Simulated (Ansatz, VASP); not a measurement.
# Ge: VASP beside Ansatz, part 2 of 2

Wanted: the spread between two codes on one cell, functional and k mesh. The structure shown is the end of the Ansatz relaxation below.

VASP 6.6.1 and Ansatz 0.2.0.

So far. Step 3 (VASP: single point, PBEsol, pair 1): The run ends at a pressure of 2.76 GPa.

### Step 6. VASP: single point, PBEsol, pair 2 (continued)

Level of this step: PBEsol; plane waves and PAW (Ge_d) (VASP).

Numbers of over 12 decimals in the logs are rounded to 6 here.

From OUTCAR (step 6):

```text
  Total        1.5021199      1.5021199     -0.0869111      0.0000000      0.0000000      0.0000000
  in kB       27.0549889     27.0549889     -1.5653744      0.0000000      0.0000000      0.0000000
  external PRESSURE =      17.5148678 kB  Pullay stress =       0.0000000 kB

 POSITION                                       TOTAL-FORCE (eV/Angst)
 -----------------------------------------------------------------------------------
      0.00000      0.00000      2.87533         0.000000      0.000000      0.000000
      1.96651      0.00000      4.31299         0.000000     -0.000000      0.000000
      1.96651      1.96651      0.00000        -0.000000      0.000000      0.000000
      0.00000      1.96651      1.43766         0.000000     -0.000000      0.000000
 -----------------------------------------------------------------------------------
    total drift:                                0.000000      0.000000      0.000000

  FREE ENERGIE OF THE ION-ELECTRON SYSTEM (eV)
  ---------------------------------------------------
  free  energy   TOTEN  =       -19.7004649873 eV

  energy  without entropy=      -19.7002063788  energy(sigma->0) =      -19.70033568

[... 1 part as in an earlier step ...]

[... 2 further parts left out ...]
[key lines of the parts left out:]
E-fermi :   5.1651
```

The run ends at a pressure of 1.75 GPa.

### Step 7. Side by side

Compared:

```csv
quantity,Ansatz,VASP,difference
pressure (GPa),1.92,1.75,+0.17
gap on the k mesh (eV),0.045,0.055,-0.010
```

A gap on the mesh is an upper bound, since the band edges may lie between its points.

### Step 8. Ansatz: relaxation, PBEsol

This run makes the geometry at which the two programs are then compared. The cell compared in this pair holds 92.39 Å³, against 88.95 Å³ for the pair before.

The structure compared here is the end of the Ansatz relaxation.

input.yaml

```yaml
crystal:
  lattice:
    - [4.05341179, 0.0, 0.0]
    - [0.0, 4.05341179, 0.0]
    - [0.0, 0.0, 5.641580196]
  atoms:
    - { symbol: Ge, position: [0.0, 0.0, 0.5] }
    - { symbol: Ge, position: [0.5, 0.0, 0.75] }
    - { symbol: Ge, position: [0.5, 0.5, 0.0] }
    - { symbol: Ge, position: [0.0, 0.5, 0.25] }
kpoints:
  mp_grid: { grid: [7, 7, 5] }
scf:
  occupations: { method: fermi_dirac, width: 0.02 }
hamiltonian:
  xc: pbesol
  pseudopotentials: { kind: paw, azcp: { folder: soft_1 }, xc_functional: pbe }
basis:
  ecutwfc: 600
output:
  forces: true
  stress: true
  write_density: true
  write_potential: true
  elf: true
  volumetric_format: npy
relax:
  f_tol: 0.005
  max_steps: 70
  cell: { stress_tol: 0.02, p_target: 0, fix: [a, b, alpha, beta, gamma] }
```

Started as:

```bash
> ansatz run input.yaml --threads 8 --pin off --max-ram 18432MiB --backend cpu --events-out ev --progress --plain --runs-dir out
```

The log of the run:

```text
[...]
Crystal: 4 atoms, lattice volume = 92.692 Å³
Basis set: ecut = 600 eV, 3083 PW (Γ), exchange–correlation on 72×72×96 points (8 copies of the dense FFT grid, shifted against one another)
Bands: 34, of which v1, the nominal top of the filled ones, is band 28 counted from 1 (27 counted from 0)
Symmetry: 32 space group operations
[...]
k-points: 30 of 245
[...]
--- Relaxed structure (2 steps of the walk, 2 accepted, 1 SCFs on fresh bases) ---
[...]
cell:  # Å, volume = 92.3911 Å³
    - [4.05341179, 0, 0]
    - [0, 4.05341179, 0]
    - [0, 0, 5.623264]
  atoms:
    - { symbol: Ge, position: [0, 0, 0.5] }
    - { symbol: Ge, position: [0.5, 0, 0.750000] }
    - { symbol: Ge, position: [0.5, 0.5, 0] }
    - { symbol: Ge, position: [0, 0.5, 0.25] }
[key lines of the parts left out:]
SCF converged after 7 iterations
Free energy (F): -17013.997490 eV
Fermi energy:    8.172928 eV
P = ⅓ Tr σ = -0.6546 GPa (-6.546 kbar)
```

### Step 9. VASP: single point, PBEsol, pair 3

The same cell, functional, mesh and smearing now go to VASP, with its own data sets.

INCAR

```
SYSTEM = Ge
PREC = Accurate
ENCUT = 500
EDIFF = 1E-06
NELM = 120
ISMEAR = -1
SIGMA = 0.02
LREAL = .FALSE.
ALGO = Normal
GGA = PS
NBANDS = 34
LORBIT = 11
LWAVE = .FALSE.
LCHARG = .FALSE.
ISIF = 2
LASPH = .TRUE.
GGA_COMPAT = .FALSE.
EFERMI = MIDGAP
KPAR = 2
```

POSCAR

```
Ge
1.0
    4.0534117900      0.0000000000      0.0000000000
    0.0000000000      4.0534117900      0.0000000000
    0.0000000000      0.0000000000      5.6232643614
Ge
4
Direct
    0.0000000000      0.0000000000      0.5000000000
    0.5000000000      0.0000000000      0.7500000000
    0.5000000000      0.5000000000      0.0000000000
    0.0000000000      0.5000000000      0.2500000000
```

KPOINTS

```
Automatic mesh
0
Gamma
7 7 5
0 0 0
```

The projector-augmented-wave data sets are Ge_d (PBE family, release 64).

Started as:

```bash
> mpirun -np 2 vasp_std
```

The log of the run:

```text
[... set-up lines as in an earlier step ...]
 entering main loop
       N       E                     dE             d eps       ncg     rms          rms(c)
DAV:   1     0.474756484662E+03    0.47476E+03   -0.28446E+04  2296   0.440E+03
DAV:   2     0.602899985705E+02   -0.41447E+03   -0.40731E+03  2040   0.788E+02
DAV:   3    -0.159229452916E+02   -0.76213E+02   -0.75244E+02  2322   0.208E+02
DAV:   4    -0.199319130361E+02   -0.40090E+01   -0.39982E+01  2332   0.565E+01
[...]
DAV:  10    -0.197285183319E+02   -0.34632E-04   -0.84064E-05  2554   0.119E-01    0.692E-03
DAV:  11    -0.197285215888E+02   -0.32568E-05   -0.72127E-06  1812   0.184E-02    0.286E-03
DAV:  12    -0.197285219182E+02   -0.32937E-06   -0.64326E-07  1434   0.875E-03
   1 F= -.19728522E+02 E0= -.19728480E+02  d E =-.835285E-04
```

Parts of OUTCAR (step 9):

```text
  Total       -0.6538178     -0.6538178     -0.0867287      0.0000000      0.0000000      0.0000000
  in kB      -11.3380240    -11.3380240     -1.5039852      0.0000000      0.0000000      0.0000000
  external PRESSURE =      -8.0600111 kB  Pullay stress =       0.0000000 kB

 POSITION                                       TOTAL-FORCE (eV/Angst)
 -----------------------------------------------------------------------------------
      0.00000      0.00000      2.81163        -0.000000      0.000000     -0.000000
      2.02671      0.00000      4.21745        -0.000000      0.000000     -0.000000
      2.02671      2.02671      0.00000         0.000000     -0.000000      0.000000
      0.00000      2.02671      1.40582         0.000000     -0.000000      0.000000
 -----------------------------------------------------------------------------------
    total drift:                                0.000000      0.000000      0.000000

  FREE ENERGIE OF THE ION-ELECTRON SYSTEM (eV)
  ---------------------------------------------------
  free  energy   TOTEN  =       -19.7285219182 eV

  energy  without entropy=      -19.7284383896  energy(sigma->0) =      -19.72848015

[... 1 part as in an earlier step ...]

[... 2 further parts left out ...]
[key lines of the parts left out:]
E-fermi :   4.6954
```

The run ends at a pressure of -0.81 GPa.

### Step 10. Side by side

Compared:

```csv
quantity,Ansatz,VASP,difference
pressure (GPa),-0.65,-0.81,+0.15
gap on the k mesh (eV),0.142,0.142,0.000
```

A gap on the mesh is an upper bound, since the band edges may lie between its points.

### Step 11. Results

| Quantity | Value |
| --- | --- |
| difference in gap on the k mesh (single point, PBEsol, pair 1) | -0.010 eV |
| difference in gap on the k mesh (single point, PBEsol, pair 2) | -0.0098 eV |
| difference in gap on the k mesh (single point, PBEsol, pair 3) | -1.3e-4 eV |

What this shows: The difference in gap on the k mesh is -0.010 eV (single point, PBEsol, pair 1), within the 0.08 eV picked in this series as the mark of a large difference. 4 further runs of this series are not shown here. Such differences can come from data sets, numerical settings and the points named under the comparisons, not from the functional's error against experiment.

[Lines on the potential files, build, host, timing and source positions are cut from VASP's logs without a mark.]

[Logs are printed without paths, hosts, clocks, repeated set-up lines and the standing remarks that a program may print on its own settings, such as how far it seeks lower states.]

[Hosts, paths, dates, database ids (printed as entryN), source tags and the programs' standing remarks are cut or masked in the printed files.]
